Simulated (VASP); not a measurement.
## Yb2P2RuPt: phonons from a supercell

Wanted: whether Yb2P2RuPt is dynamically stable, and its vibrational spectrum. The cell is invented: it takes the structure of a Materials Project entry for YbPPt (space group 187 there), with some of its atoms replaced by other elements, volume scaled by an estimate. It may not be a known or stable phase.

Method: PBE, 4f electrons in the core; plane waves and PAW (Pt, Yb_2, Ru, P); invented cell, in VASP 6.6.1.

## (1) The structure

Symmetry: P-6m2, No. 187, hexagonal system. The conventional cell has a = 4.047 Å, b = 4.047 Å, c = 8.132 Å, α = 90.00°, β = 90.00°, γ = 120.00°. Nearest to Pt lie 3 P at 2.34 Å and 6 Yb at 3.10 Å. Nearest to Yb lie 6 P at 3.10 Å and 3 Pt at 3.10 Å and 3 Ru at 3.10 Å. Nearest to Ru lie 3 P at 2.34 Å and 6 Yb at 3.10 Å. Nearest to P lie 3 Ru at 2.34 Å and 6 Yb at 3.10 Å. Nearest to P lie 3 Pt at 2.34 Å and 6 Yb at 3.10 Å. It derives from YbPPt. It takes the structure of a Materials Project entry for YbPPt (space group 187 there), with some of its atoms replaced by other elements, volume scaled by an estimate. Farther neighbours are not listed.

As a file:

```xyz
6
Lattice="4.0471 0.0000 0.0000 -2.0236 3.5049 0.0000 0.0000 0.0000 8.1324" Properties=species:S:1:pos:R:3 pbc="T T T"
Pt    0.0000    2.3366    0.0000
Yb    0.0000    0.0000    2.0331
Yb    0.0000    0.0000    6.0993
Ru    0.0000    2.3366    4.0662
P     2.0236    1.1683    4.0662
P     2.0236    1.1683    0.0000
```

## (2) Relax the host

Cell and atoms are relaxed first, so that later runs start from this functional's own cell.

INCAR reads:

```
SYSTEM = Yb2P2RuPt
PREC = Accurate
ENCUT = 350
EDIFF = 1E-06
NELM = 120
ISMEAR = 0
SIGMA = 0.05
LREAL = .FALSE.
ALGO = Normal
GGA = PE
NBANDS = 28
LORBIT = 11
LWAVE = .FALSE.
LCHARG = .FALSE.
KPAR = 4
IBRION = 2
NSW = 40
ISIF = 3
EDIFFG = -0.02
POTIM = 0.4
```

POSCAR reads:

```
Yb2P2RuPt
1.0
    4.0471030000      0.0000000000      0.0000000000
   -2.0235520000      3.5048940000      0.0000000000
    0.0000000000      0.0000000000      8.1323990000
Pt Yb Ru P
1 2 1 2
Direct
    0.3333333300      0.6666666700      0.0000000000
    0.0000000000      0.0000000000      0.2500000000
    0.0000000000      0.0000000000      0.7500000000
    0.3333333300      0.6666666700      0.5000000000
    0.6666666700      0.3333333300      0.5000000000
    0.6666666700      0.3333333300      0.0000000000
```

KPOINTS reads:

```
Automatic mesh
0
Gamma
5 5 3
0 0 0
```

PAW data sets: Pt, Yb_2, Ru and P (PBE family, release 64).

The run is started by

```bash
$ mpirun -np 4 vasp_std
```

Output:

```text
[banner, memory and clock lines left out]
running    4 mpi-ranks, on    1 nodes
 distrk:  each k-point on    1 cores,    4 groups
 distr:  one band on    1 cores,    1 groups

 POSCAR found type information on POSCAR PtYbRuP
 POSCAR found :  4 types and       6 ions
 LDA part: xc-table for (Slater+PW92), standard interpolation
 POSCAR, INCAR and KPOINTS ok, starting setup
 FFT: planning ... GRIDC
 FFT: planning ... GRID_SOFT
 FFT: planning ... GRID
 WAVECAR not read
 entering main loop
       N       E                     dE             d eps       ncg     rms          rms(c)
DAV:   1     0.205658243132E+03    0.20566E+03   -0.15464E+04   560   0.110E+03
DAV:   2    -0.238188242109E+02   -0.22948E+03   -0.22130E+03   636   0.292E+02
DAV:   3    -0.358148928861E+02   -0.11996E+02   -0.11658E+02   700   0.569E+01
DAV:   4    -0.360474086158E+02   -0.23252E+00   -0.23211E+00   664   0.788E+00
DAV:   5    -0.360520338199E+02   -0.46252E-02   -0.46240E-02   664   0.120E+00    0.287E+01
DAV:   6    -0.352371420063E+02    0.81489E+00   -0.92562E+00   660   0.168E+01    0.142E+01
DAV:   7    -0.351942008712E+02    0.42941E-01   -0.46292E+00   652   0.133E+01    0.870E+00
DAV:   8    -0.351695606114E+02    0.24640E-01   -0.47666E+00   704   0.108E+01    0.441E+00
DAV:   9    -0.349076977696E+02    0.26186E+00   -0.92832E-01   640   0.548E+00    0.828E-01
DAV:  10    -0.349050942980E+02    0.26035E-02   -0.52250E-02   684   0.109E+00    0.647E-01
DAV:  11    -0.349038356767E+02    0.12586E-02   -0.80667E-03   620   0.449E-01    0.215E-01
DAV:  12    -0.349038082932E+02    0.27383E-04   -0.57842E-04   648   0.127E-01    0.917E-02
DAV:  13    -0.349038127356E+02   -0.44424E-05   -0.70995E-05   656   0.504E-02    0.249E-02
DAV:  14    -0.349038122761E+02    0.45954E-06   -0.99164E-06   648   0.162E-02
   1 F= -.34903812E+02 E0= -.34900418E+02  d E =-.349038E+02
 curvature:   0.00 expect dE= 0.000E+00 dE for cont linesearch  0.000E+00
 trial: gam= 0.00000 g(F)=  0.792E-02 g(S)=  0.232E-01 ort = 0.000E+00 (trialstep = 0.100E+01)
 search vector abs. value=  0.312E-01
 bond charge predicted
       N       E                     dE             d eps       ncg     rms          rms(c)
DAV:   1    -0.349538360254E+02   -0.50023E-01   -0.20689E+00   572   0.867E+00    0.140E+00
DAV:   2    -0.349317947230E+02    0.22041E-01   -0.10263E-01   644   0.224E+00    0.676E-01
DAV:   3    -0.349318014841E+02   -0.67611E-05   -0.52003E-02   668   0.119E+00    0.711E-01
DAV:   4    -0.349238161486E+02    0.79853E-02   -0.36344E-02   652   0.972E-01    0.404E-01
DAV:   5    -0.349214623974E+02    0.23538E-02   -0.84678E-03   632   0.520E-01    0.114E-01
DAV:   6    -0.349214144303E+02    0.47967E-04   -0.48446E-04   628   0.119E-01    0.555E-02
DAV:   7    -0.349214053410E+02    0.90893E-05   -0.53021E-05   644   0.402E-02    0.221E-02
DAV:   8    -0.349214058191E+02   -0.47805E-06   -0.54346E-06   640   0.135E-02
   2 F= -.34921406E+02 E0= -.34917456E+02  d E =-.175935E-01
[... from here on, the cycles between the ionic steps are left out ...]
   3 F= -.34921651E+02 E0= -.34917543E+02  d E =-.178383E-01
   4 F= -.34936196E+02 E0= -.34931190E+02  d E =-.145458E-01
   5 F= -.34942828E+02 E0= -.34936988E+02  d E =-.211774E-01
   6 F= -.34942864E+02 E0= -.34937066E+02  d E =-.212134E-01
   7 F= -.34944829E+02 E0= -.34939215E+02  d E =-.196482E-02
   8 F= -.34945523E+02 E0= -.34940126E+02  d E =-.265912E-02
   9 F= -.34946126E+02 E0= -.34941246E+02  d E =-.603388E-03
 trial-energy change:   -0.000603  1 .order   -0.000626   -0.002182    0.000931
 step:   0.9368(harm=  0.9492)  dis= 0.00590  next Energy=   -34.946271 (dE=-0.747E-03)
 bond charge predicted
       N       E                     dE             d eps       ncg     rms          rms(c)
DAV:   1    -0.349466756906E+02   -0.54884E-03   -0.36602E-02   568   0.111E+00    0.172E-01
DAV:   2    -0.349472981082E+02   -0.62242E-03   -0.55595E-03   668   0.439E-01    0.233E-01
DAV:   3    -0.349463475874E+02    0.95052E-03   -0.34790E-03   652   0.307E-01    0.563E-02
DAV:   4    -0.349462928189E+02    0.54769E-04   -0.33403E-04   640   0.988E-02    0.382E-02
DAV:   5    -0.349462716900E+02    0.21129E-04   -0.74623E-05   656   0.491E-02    0.139E-02
DAV:   6    -0.349462707194E+02    0.97055E-06   -0.76720E-06   624   0.151E-02
  10 F= -.34946271E+02 E0= -.34941233E+02  d E =-.747620E-03
 curvature:  -0.92 expect dE=-0.827E-04 dE for cont linesearch -0.866E-07
 trial: gam= 0.11757 g(F)=  0.800E-06 g(S)=  0.889E-04 ort = 0.172E-04 (trialstep = 0.127E+01)
 search vector abs. value=  0.137E-03
 reached required accuracy - stopping structural energy minimisation
```

It took 69 s on 4 MPI ranks of Intel Xeon 6975P-C (Granite Rapids), shared host; peak memory 0.87 GiB.

The logs omit lines about the potential files and the build; timing stands in the text.

From OUTCAR (step 2):

```text
ion  position               nearest neighbor table
   1  0.333  0.667  0.000-   6 2.34   6 2.34   6 2.34   3 3.10   2 3.10   3 3.10   2 3.10   2 3.10
                             3 3.10
   2  0.000  0.000  0.250-   5 3.10   6 3.10   1 3.10   4 3.10   5 3.10   6 3.10   1 3.10   4 3.10
                             1 3.10   4 3.10   5 3.10   6 3.10   3 4.07   3 4.07
   3  0.000  0.000  0.750-   5 3.10   6 3.10   1 3.10   4 3.10   5 3.10   6 3.10   1 3.10   4 3.10
                             1 3.10   4 3.10   5 3.10   6 3.10   2 4.07   2 4.07
   4  0.333  0.667  0.500-   5 2.34   5 2.34   5 2.34   3 3.10   2 3.10   3 3.10   2 3.10   2 3.10
                             3 3.10
   5  0.667  0.333  0.500-   4 2.34   4 2.34   4 2.34   2 3.10   3 3.10   2 3.10   3 3.10   2 3.10
                             3 3.10
   6  0.667  0.333  0.000-   1 2.34   1 2.34   1 2.34   2 3.10   3 3.10   2 3.10   3 3.10   3 3.10
                             2 3.10

  LATTYP: Found a hexagonal cell.
 ALAT       =     4.0471030000
 C/A-ratio  =     2.0094371208

 Subroutine GETGRP returns: Found 12 space group operations
 (whereof 12 operations were pure point group operations)

The static configuration has the point symmetry D_3h.

 Found     10 irreducible k-points:

   k-points           NKPTS =     10   k-points in BZ     NKDIM =     10   number of bands    NBANDS=     28

   dimension x,y,z NGX =    28 NGY =   28 NGZ =   50
   dimension x,y,z NGXF=    56 NGYF=   56 NGZF=  100

   ENCUT  =  350.0 eV  25.72 Ry    5.07 a.u.   6.17  6.17 12.41*2*pi/ulx,y,z

   NELECT =      44.0000    total number of electrons

 k-points in reciprocal lattice and weights: Automatic mesh
   0.00000000  0.00000000  0.00000000       0.013
   0.20000000  0.00000000  0.00000000       0.080
   0.40000000  0.00000000  0.00000000       0.080
   0.20000000  0.20000000  0.00000000       0.080
   0.40000000  0.20000000  0.00000000       0.080
   0.00000000  0.00000000  0.33333333       0.027
   0.20000000  0.00000000  0.33333333       0.160
   0.40000000  0.00000000  0.33333333       0.160
   0.20000000  0.20000000  0.33333333       0.160
   0.40000000  0.20000000  0.33333333       0.160

 average (electrostatic) potential at core
       1 -68.2030       2 -23.7563       3 -23.7563       4 -62.0004       5 -83.1642
       6 -82.7586

 E-fermi :   5.7984

 k-point     1 :       0.0000    0.0000    0.0000
  band No.  band energies     occupation
    ...
     16       2.6674      2.00000
     17       4.0989      2.00000
     18       4.3215      2.00000
     19       4.3215      2.00000
     20       4.5765      2.00000
     21       7.1826      0.00000
     22       7.6856      0.00000
     23       7.6856      0.00000
     24       9.0767      0.00000
     25       9.0767      0.00000
    ...

 k-point     2 :       0.2000    0.0000    0.0000
  band No.  band energies     occupation
    ...
     17       3.9502      2.00000
     18       4.2469      2.00000
     19       4.6213      2.00000
     20       5.1331      2.00000
     21       5.3459      2.00000
     22       6.6357      0.00000
     23       6.7102      0.00000
     24       7.5363      0.00000
     25       8.1366      0.00000
     26       8.1517      0.00000
    ...

 k-point     3 :       0.4000    0.0000    0.0000
  band No.  band energies     occupation
    ...
     18       4.1502      2.00000
     19       4.2890      2.00000
     20       4.8131      2.00000
     21       4.8729      2.00000
     22       5.0325      2.00000
     23       5.8938      0.00697
     24       6.0795      0.00000
     25       6.8393      0.00000
     26       8.0835      0.00000
     27      10.3359      0.00000
    ...

  Total       -0.0365598     -0.0365598     -0.1055462      0.0000000      0.0000000      0.0000000
  in kB       -0.5021002     -0.5021002     -1.4495375      0.0000001      0.0000000      0.0000000
  external PRESSURE =      -0.8179126 kB  Pullay stress =       0.0000000 kB

  energy-cutoff  :      350.00
  volume of cell :      116.66
      direct lattice vectors                 reciprocal lattice vectors
     4.015603870  0.000000005 -0.000000000     0.249028548  0.143776735 -0.000000000
    -2.007802427  3.477614951 -0.000000000    -0.000000000  0.287553399 -0.000000000
     0.000000000  0.000000000  8.353941916     0.000000000  0.000000000  0.119703969

 POSITION                                       TOTAL-FORCE (eV/Angst)
 -----------------------------------------------------------------------------------
     -0.00000      2.31841     -0.00000         0.000000     -0.000000     -0.000000
      0.00000      0.00000      2.01216        -0.000000     -0.000000     -0.003220
      0.00000      0.00000      6.34179         0.000000      0.000000      0.003220
     -0.00000      2.31841      4.17697        -0.000000      0.000000     -0.000000
      2.00780      1.15920      4.17697        -0.000000      0.000000     -0.000000
      2.00780      1.15920     -0.00000         0.000000     -0.000000      0.000000
 -----------------------------------------------------------------------------------
    total drift:                                0.000006     -0.000001     -0.000000

  FREE ENERGIE OF THE ION-ELECTRON SYSTEM (eV)
  ---------------------------------------------------
  free  energy   TOTEN  =       -34.9462707194 eV

  energy  without entropy=      -34.9361948456  energy(sigma->0) =      -34.94123278

 reached required accuracy - stopping structural energy minimisation

 total charge
# of ion       s       p       d       tot
------------------------------------------
    1        0.797   0.663   8.219   9.679
    2        0.309   6.541   0.611   7.461
    3        0.309   6.541   0.611   7.461
    4        0.606   0.518   6.899   8.023
    5        1.023   1.444   0.000   2.467
    6        1.010   1.469   0.000   2.479
--------------------------------------------------
tot          4.054  17.175  16.340  37.570

[... 3 further parts left out ...]
```

The data set Yb_2 holds the 4f electrons frozen in the core, so no f bands or f moments appear. The k-mesh is coarse for a metal. The run keeps the 12 symmetry operations of its start, so it cannot find a distortion of lower symmetry.

The steps of the relaxation:

```csv
step,energy less that of the first step (eV),largest force (eV/Å),pressure (GPa),volume (Å³)
1,0.0000,0.3204,-0.65,115.36
2,-0.0176,0.2610,1.03,114.30
3,-0.0178,0.2545,1.28,114.16
4,-0.0324,0.1893,0.57,115.33
5,-0.0390,0.1127,-0.35,117.00
6,-0.0391,0.1196,-0.28,116.88
7,-0.0410,0.0735,0.00,116.63
8,-0.0417,0.0303,0.27,116.39
9,-0.0423,0.0103,-0.23,116.78
10,-0.0425,0.0032,-0.08,116.66
```

```
conventional cell, symmetrised  before  after  change
                         a (Å)   4.047  4.016  -0.8 %
                         b (Å)   4.047  4.016  -0.8 %
                         c (Å)   8.132  8.354  +2.7 %
              volume (Å³/atom)   19.23  19.44  +1.1 %
```

The atoms that moved most (Å, as changes of fractional coordinates times the final cell):

```
atom     dx     dy      dz  length
 Yb2  0.000  0.000  -0.076   0.076
 Yb3  0.000  0.000   0.076   0.076
```

Final coordinates:

```xyz
6
Lattice="4.0156 0.0000 0.0000 -2.0078 3.4776 0.0000 0.0000 0.0000 8.3539" Properties=species:S:1:pos:R:3 pbc="T T T"
Pt    0.0000    2.3184    0.0000
Yb    0.0000    0.0000    2.0122
Yb    0.0000    0.0000    6.3418
Ru    0.0000    2.3184    4.1770
P     2.0078    1.1592    4.1770
P     2.0078    1.1592    0.0000
```

This step gave:

```
electronic cycles                               : 84
electrons                                       : 44
free energy (TOTEN)                             : -34.95 eV
energy at zero smearing                         : -34.94 eV
Fermi energy                                    : 5.798 eV
pressure                                        : -0.08179 GPa
labelled metallic, from the levels on this mesh : yes
```

The run ended after 10 ionic steps, 0.042 eV below its first step, once forces and stress met EDIFFG = -0.02.

[end of part 1 of 3]

[Lines on the potential files, build, host, timing and source positions are cut from VASP's logs without a mark.]

[Logs are printed without paths, hosts, clocks, repeated set-up lines and the standing remarks that a program may print on its own settings, such as how far it seeks lower states.]

[Hosts, paths, dates, database ids (printed as entryN), source tags and the programs' standing remarks are cut or masked in the printed files.]

[Runs that stopped without an error message from VASP are left out.]
